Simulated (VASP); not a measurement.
# BiPt3 (Pm-3m) in VASP: single point with r2SCAN

Aim: the single point of BiPt3 with r2SCAN.

Program: VASP 6.6.1. These are calculated values, not measurements. Logs are shortened: lines on timing, memory, paths and dates and some standing lists are left out, and cuts for length are marked.

## Step 1: The crystal as given

It takes space group Pm-3m (No. 221, cubic). Conventional cell: a = 4.287 Å, b = 4.287 Å, c = 4.287 Å, α = 90.00°, β = 90.00°, γ = 90.00°. Pt (site symmetry 4/mmm) is surrounded by 8 Pt at 3.03 Å and 4 Bi at 3.03 Å. Around Bi (site symmetry m-3m) lie 12 Pt at 3.03 Å.

The cell was built by a generator and needn't be a form met in nature.

## Step 2: Single point, r2SCAN

The input, POSCAR:

```
BiPt3
1.0
    4.2873450000      0.0000000000      0.0000000000
    0.0000000000      4.2873450000      0.0000000000
    0.0000000000      0.0000000000      4.2873450000
Pt Bi
3 1
Direct
    0.0000000000      0.5000000000      0.5000000000
    0.5000000000      0.0000000000      0.5000000000
    0.5000000000      0.5000000000      0.0000000000
    0.0000000000      0.0000000000      0.0000000000
```

The input, INCAR.step1:

```
SYSTEM = BiPt3
ALGO     = Normal         ! electronic algorithm
EDIFF    = 1E-4           ! SCF threshold, eV
ENCUT    = 520            ! plane-wave cutoff, eV
GGA      = PE             ! functional
ISMEAR   = -5             ! smearing method
LASPH    = .TRUE.         ! aspherical terms in the spheres
LCHARG   = .FALSE.        ! write CHGCAR
LMAXMIX  = 4              ! l up to which the mixer works
LREAL    = .FALSE.        ! projectors in reciprocal space
LWAVE    = .TRUE.         ! write WAVECAR
NELM     = 60             ! most SCF steps
PREC     = Accurate       ! precision mode
SIGMA    = 0.142          ! smearing width, eV
```

The input, INCAR.step2:

```
SYSTEM = BiPt3
ALGO     = Normal         ! electronic algorithm
EDIFF    = 1E-6           ! SCF threshold, eV
ENCUT    = 520            ! plane-wave cutoff, eV
ISIF     = 2              ! what is computed and relaxed
ISMEAR   = 1              ! smearing method
ISTART   = 1            
LASPH    = .TRUE.         ! aspherical terms in the spheres
LCHARG   = .FALSE.        ! write CHGCAR
LMAXMIX  = 4              ! l up to which the mixer works
LMIXTAU  = .TRUE.       
LORBIT   = 10             ! projections on sites
LREAL    = .FALSE.        ! projectors in reciprocal space
LWAVE    = .FALSE.        ! write WAVECAR
METAGGA  = R2SCAN         ! meta-GGA
NELM     = 60             ! most SCF steps
PREC     = Accurate       ! precision mode
SIGMA    = 0.142          ! smearing width, eV
```

The input, KPOINTS:

```
k-points
0
G
  8 8 8
  0 0 0
```

Potentials or basis: VASP PAW PBE potentials, release 64 (Pt, Bi_d).

On the command line:

```
$ cat potpaw_PBE.64/Pt/POTCAR potpaw_PBE.64/Bi_d/POTCAR > POTCAR
$ cp INCAR.step1 INCAR
$ mpirun -np 1 vasp_std > vasp.out
$ cp INCAR.step2 INCAR
$ mpirun -np 1 vasp_std > vasp.out
```

OUTCAR:

```text
SYSTEM = BiPt3
   EDIFF = 1E-6
   ENCUT = 520
   ISIF = 2
   ISMEAR = 1
   ISTART = 1
   LASPH = .TRUE.
   LORBIT = 10
   LREAL = .FALSE.
   METAGGA = R2SCAN
   NELM = 60
   PREC = Accurate

 ion  position               nearest neighbor table
   1  0.000  0.500  0.500-   2 3.03   3 3.03   4 3.03   3 3.03   4 3.03   2 3.03   4 3.03   4 3.03
                             2 3.03   3 3.03   3 3.03   2 3.03
   2  0.500  0.000  0.500-   1 3.03   3 3.03   4 3.03   3 3.03   4 3.03   1 3.03   3 3.03   3 3.03
                             1 3.03   4 3.03   4 3.03   1 3.03
   3  0.500  0.500  0.000-   1 3.03   2 3.03   4 3.03   1 3.03   2 3.03   2 3.03   4 3.03   2 3.03
                             1 3.03   4 3.03   1 3.03   4 3.03
   4  0.000  0.000  0.000-   1 3.03   2 3.03   3 3.03   1 3.03   2 3.03   1 3.03   3 3.03   1 3.03
                             2 3.03   3 3.03   2 3.03   3 3.03

  LATTYP: Found a simple cubic cell.
 ALAT       =     4.2873450000

  Lattice vectors:

 A1 = (   4.2873450000,   0.0000000000,   0.0000000000)
 A2 = (   0.0000000000,   4.2873450000,   0.0000000000)
 A3 = (   0.0000000000,   0.0000000000,   4.2873450000)

Analysis of symmetry for initial positions (statically):
=====================================================================
 Subroutine PRICEL returns:
 Original cell was already a primitive cell.

 Routine SETGRP: Setting up the symmetry group for a
 simple cubic supercell.

 Subroutine GETGRP returns: Found 48 space group operations
 (whereof 48 operations were pure point group operations)
 out of a pool of 48 trial point group operations.

The static configuration has the point symmetry O_h .

Analysis of symmetry for dynamics (positions and initial velocities):
=====================================================================
 Subroutine PRICEL returns:
 Original cell was already a primitive cell.

 Routine SETGRP: Setting up the symmetry group for a
 simple cubic supercell.

 Subroutine GETGRP returns: Found 48 space group operations
 (whereof 48 operations were pure point group operations)
 out of a pool of 48 trial point group operations.

The dynamic configuration has the point symmetry O_h .

 Subroutine INISYM returns: Found 48 space group operations
 (whereof 48 operations are pure point group operations),
 and found     1 'primitive' translations

----------------------------------------------------------------------------------------

                                     Primitive cell

  volume of cell :      78.8071

  direct lattice vectors                    reciprocal lattice vectors
     4.287345000  0.000000000  0.000000000     0.233244584  0.000000000  0.000000000
     0.000000000  4.287345000  0.000000000     0.000000000  0.233244584  0.000000000
     0.000000000  0.000000000  4.287345000     0.000000000  0.000000000  0.233244584

  length of vectors
     4.287345000  4.287345000  4.287345000     0.233244584  0.233244584  0.233244584

  position of ions in fractional coordinates (direct lattice)
     0.000000000  0.500000000  0.500000000
     0.500000000  0.000000000  0.500000000
     0.500000000  0.500000000  0.000000000
     0.000000000  0.000000000  0.000000000

  ion indices of the primitive-cell ions
   primitive index   ion index
                 1           1
                 2           2
                 3           3
                 4           4

----------------------------------------------------------------------------------------

 KPOINTS: k-points

Automatic generation of k-mesh.
 Grid dimensions read from file:
 generate k-points for:    8    8    8

 Generating k-lattice:

  Cartesian coordinates                     Fractional coordinates (reciprocal lattice)
     0.029155573  0.000000000  0.000000000     0.125000000  0.000000000  0.000000000
     0.000000000  0.029155573  0.000000000     0.000000000  0.125000000  0.000000000
     0.000000000  0.000000000  0.029155573     0.000000000  0.000000000  0.125000000

  Length of vectors
     0.029155573  0.029155573  0.029155573

  Shift w.r.t. Gamma in fractional coordinates (k-lattice)
     0.000000000  0.000000000  0.000000000

 Subroutine IBZKPT returns following result:
 ===========================================

 Found     35 irreducible k-points:

 Following reciprocal coordinates:
            Coordinates               Weight
  0.000000  0.000000  0.000000      1.000000
  0.125000  0.000000  0.000000      6.000000
  0.250000  0.000000  0.000000      6.000000
  0.375000  0.000000  0.000000      6.000000
  0.500000  0.000000  0.000000      3.000000
  0.125000  0.125000  0.000000     12.000000
[... 16 lines left out ...]
  0.375000  0.375000  0.125000     24.000000
  0.500000  0.375000  0.125000     24.000000
 [... further k-points ...]
   k-points           NKPTS =     35   k-points in BZ     NKDIM =     35   number of bands    NBANDS=     27
   number of dos      NEDOS =    301   number of ions     NIONS =      4
   total plane-waves  NPLWV =  32768
   dimension x,y,z NGX =    32 NGY =   32 NGZ =   32
   dimension x,y,z NGXF=    64 NGYF=   64 NGZF=   64
   ions per type =               3   1
   NGX,Y,Z   is equivalent  to a cutoff of  12.41, 12.41, 12.41 a.u.
   NGXF,Y,Z  is equivalent  to a cutoff of  24.82, 24.82, 24.82 a.u.
 SYSTEM =  BiPt3
   PREC   = accura    normal or accurate (medium, high low for compatibility)
   ISTART =      1    job   : 0-new  1-cont  2-samecut
   ICHARG =      0    charge: 1-file 2-atom 10-const
   ISPIN  =      1    spin polarized calculation?
   LNONCOLLINEAR =      F non collinear calculations
   LSORBIT =      F    spin-orbit coupling
   LASPH  =      T    aspherical Exc in radial PAW
   ENCUT  =  520.0 eV  38.22 Ry    6.18 a.u.   7.97  7.97  7.97*2*pi/ulx,y,z
   NELM   =     60;   NELMIN=  2; NELMDL=  0     # of ELM steps
   EDIFF  = 0.1E-05   stopping-criterion for ELM
   LREAL  =      F    real-space projection
[... 11 lines left out ...]
   EMIN   =  10.00;   EMAX   =-10.00  energy-range for DOS
   EFERMI =   0.00;   METHOD = LEGACY
   ISMEAR =     1;   SIGMA  =   0.14  broadening in eV -4-tet -1-fermi 0-gaus
   EFERMI_NEDOS =   21; number of points for ismear=-14 and -15
   IALGO  =     38    algorithm
   IMIX   =      4    mixing-type and parameters
     AMIX     =   0.40;   BMIX     =  1.00
     AMIX_MAG =   1.60;   BMIX_MAG =  1.00
  volume/ion in A,a.u.               =      19.70       132.95
  Fermi-wavevector in a.u.,A,eV,Ry     =   1.358180  2.566587 25.098016  1.844652
  Thomas-Fermi vector in A             =   2.485035
   LORBIT       =     10    0 simple, 1 ext, 2 COOP (PROOUT), +10 PAW based schemes
   METAGGA = R2SCAN    functional components
   LHFCALC =     F    Hartree Fock is set to
   AEXX    =    0.0000 exact exchange contribution
   IVDW    =     0    specifies the selected vdW correction
   LEPSILON=     F    determine dielectric tensor
   LRPA    =     F    only Hartree local field effects (RPA)
 non-spin polarized calculation
 Methfessel and Paxton  Order N= 1 SIGMA  =   0.14
  energy-cutoff  :      520.00
  volume of cell :       78.81
 maximum number of plane-waves:      2176
 NGX is ok and might be reduce to    32

 number of electron      45.0000015 magnetization

 Free energy of the ion-electron system (eV)
  ---------------------------------------------------
  ext. energy  EPLUGINS =         0.00000000
  ---------------------------------------------------
  free energy    TOTEN  =      -212.42119522 eV

  energy without entropy =     -212.42560943  energy(sigma->0) =     -212.42266662

 E-fermi :   9.0203     XC(G=0): -13.0341

 val. band max:        9.0088790849   @ k =   0.1250   0.0000   0.0000
 cond. band min:       9.0332494264   @ k =   0.1250   0.1250   0.0000
 fundamental gap:      0.0243703415
 Fermi energy:         9.0202591910

 k-point     1 :       0.0000    0.0000    0.0000
  band No.  band energies     occupation
      1     -14.9154      2.00000
      2     -14.9154      2.00000
      3     -14.9044      2.00000
      4     -14.9044      2.00000
      5     -14.9044      2.00000
      6      -4.0347      2.00000
[... 19 lines left out ...]
     26      13.9647      0.00000
     27      13.9647      0.00000

 k-point     2 :       0.1250    0.0000    0.0000
  band No.  band energies     occupation
      1     -14.9145      2.00000
      2     -14.9120      2.00000
      3     -14.9043      2.00000
      4     -14.9038      2.00000
      5     -14.9038      2.00000
      6      -3.9273      2.00000
[... 19 lines left out ...]
     26      13.7202      0.00000
     27      13.9348      0.00000

 k-point     3 :       0.2500    0.0000    0.0000
  band No.  band energies     occupation
      1     -14.9122      2.00000
      2     -14.9039      2.00000
      3     -14.9039      2.00000
      4     -14.9022      2.00000
      5     -14.9022      2.00000
      6      -3.6363      2.00000
[... 19 lines left out ...]
     26      13.8581      0.00000
     27      14.1456      0.00000

 k-point     4 :       0.3750    0.0000    0.0000
  band No.  band energies     occupation
      1     -14.9100      2.00000
      2     -14.9035      2.00000
      3     -14.9007      2.00000
      4     -14.9007      2.00000
      5     -14.8957      2.00000
      6      -3.2801      2.00000
[... 19 lines left out ...]
     26      13.7739      0.00000
     27      14.6156      0.00000

 k-point     5 :       0.5000    0.0000    0.0000
  band No.  band energies     occupation
      1     -14.9091      2.00000
      2     -14.9033      2.00000
      3     -14.9001      2.00000
      4     -14.9001      2.00000
      5     -14.8923      2.00000
      6      -3.1028      2.00000
[... 19 lines left out ...]
     26      13.7366      0.00000
     27      13.9986      0.00000

 k-point     6 :       0.1250    0.1250    0.0000
  band No.  band energies     occupation
      1     -14.9126      2.00000
      2     -14.9099      2.00000
      3     -14.9038      2.00000
      4     -14.9036      2.00000
      5     -14.9034      2.00000
      6      -3.8241      2.00000
[... 444 lines left out ...]
      1     -14.9069      2.00000
      2     -14.9029      2.00000
      3     -14.9026      2.00000
      4     -14.9004      2.00000
      5     -14.8895      2.00000
      6      -2.9811      2.00000
[... 19 lines left out ...]
     26      13.0226      0.00000
     27      13.9502      0.00000

 k-point    22 :       0.5000    0.2500    0.1250
  band No.  band energies     occupation
      1     -14.9070      2.00000
      2     -14.9027      2.00000
      3     -14.9021      2.00000
      4     -14.9008      2.00000
      5     -14.8866      2.00000
      6      -2.8609      2.00000
[... 19 lines left out ...]
     26      12.8220      0.00000
     27      13.8234      0.00000

 k-point    23 :       0.3750    0.3750    0.1250
  band No.  band energies     occupation
      1     -14.9104      2.00000
      2     -14.9024      2.00000
      3     -14.9023      2.00000
      4     -14.8987      2.00000
      5     -14.8843      2.00000
      6      -2.7995      2.00000
[... 19 lines left out ...]
     26      13.7312      0.00000
     27      14.0230      0.00000

 k-point    24 :       0.5000    0.3750    0.1250
  band No.  band energies     occupation
      1     -14.9119      2.00000
      2     -14.9023      2.00000
      3     -14.9020      2.00000
      4     -14.8983      2.00000
      5     -14.8818      2.00000
      6      -2.7180      2.00000
[... 19 lines left out ...]
     26      13.4255      0.00000
     27      14.2115      0.00000

 [... further k-points ...]
[... 5 lines left out ...]
  --------------------------------------------------------------------------------------
  -------------------------------------------------------------------------------------
  Total       -6.8940027     -6.8940027     -6.8940027      0.0000000     -0.0000000      0.0000000
  in kB     -140.1576267   -140.1576267   -140.1576267      0.0000000     -0.0000000      0.0000000
  external PRESSURE =    -140.1576267 kB  Pullay stress =       0.0000000 kB

 VOLUME and BASIS-vectors are now :
 -----------------------------------------------------------------------------
  energy-cutoff  :      520.00
  volume of cell :       78.81
      direct lattice vectors                 reciprocal lattice vectors
     4.287345000  0.000000000  0.000000000     0.233244584  0.000000000  0.000000000
     0.000000000  4.287345000  0.000000000     0.000000000  0.233244584  0.000000000
     0.000000000  0.000000000  4.287345000     0.000000000  0.000000000  0.233244584

 POSITION                                       TOTAL-FORCE (eV/Angst)
 -----------------------------------------------------------------------------------
      0.00000      2.14367      2.14367         0.000000      0.000000      0.000000
      2.14367      0.00000      2.14367         0.000000      0.000000      0.000000
      2.14367      2.14367      0.00000         0.000000      0.000000      0.000000
      0.00000      0.00000      0.00000         0.000000      0.000000      0.000000
 -----------------------------------------------------------------------------------
    total drift:                                0.000000     -0.000000     -0.000000

  FREE ENERGIE OF THE ION-ELECTRON SYSTEM (eV)
  ---------------------------------------------------
  free  energy   TOTEN  =      -212.4211952213 eV

  energy  without entropy=     -212.4256094266  energy(sigma->0) =     -212.42266662

 total charge

# of ion       s       p       d       tot
------------------------------------------
    1        0.565   0.346   8.118   9.029
    2        0.565   0.346   8.118   9.029
    3        0.565   0.346   8.118   9.029
    4        1.515   1.130   9.986  12.631
--------------------------------------------------
tot          3.210   2.168  34.340  39.718
```

It took 84 s on 1 thread of Intel Xeon 6975P-C (Granite Rapids), shared host; peak memory 0.23 GiB.

Results:

```yaml
Free_energy: -212.4212 eV
Pressure: -14.0 GPa
Band_gap_on_the_k_mesh: none (metal or under the smearing width)
Valence_electrons_inside_the_program's_atomic_spheres: Pt 9.03; Bi 12.63
```

Levels at points of the mesh, in eV from the Fermi level:
| k point | band 20 | band 21 | band 22 | band 23 | band 24 | band 25 |
| --- | --- | --- | --- | --- | --- | --- |
| (0.00, 0.00, 0.00) | -1.22 | -1.04 | -0.60 | -0.12 | -0.12 | -0.12 |
| (0.50, 0.00, 0.00) | -2.04 | -1.13 | -0.57 | -0.12 | 2.45 | 2.45 |
| (0.50, 0.50, 0.00) | -1.86 | -1.85 | -1.59 | 0.39 | 0.39 | 3.52 |
| (0.50, 0.50, 0.50) | -1.85 | -1.60 | -0.48 | -0.48 | -0.48 | -0.02 |

Caveat: the PAW data sets were made with another functional, which shifts forces and pressure a little; spin-orbit coupling is left out, which moves the levels of the heavy elements.
